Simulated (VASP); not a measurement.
Here is the system:

```
BN
1.0
    2.54224     0.00000     0.00000
   -1.27112     2.20164     0.00000
    0.00000     0.00000     4.20434
B N
2 2
Direct
  0.33333   0.66667   0.00029
  0.66667   0.33333   0.50029
  0.33333   0.66667   0.37471
  0.66667   0.33333   0.87471
```

Level of theory: PBEsol GGA, VASP's PBE PAW potentials (set 64) (plane waves; VASP 6.6.1). Settings: 520 eV cut-off, 13×13×7 Γ-centred mesh, tetrahedra with Blöchl corrections, potentials B N.

Question: The job: BN (relaxed from the wurtzite structure, space group P6_3mc), 4 atoms, PBEsol, static run, 520 eV, 13×13×7 Γ-centred mesh. Roughly how much core time does it take on a busy server core?

Answer: About 10 core-seconds (one run on a shared machine, a rough figure). It had 84 irreducible k-points, 12 bands, up to 652 plane waves and 13 electronic steps.

The structure was generated: BN was put into the wurtzite type (P6_3mc), which need not be its known phase. It was relaxed first.
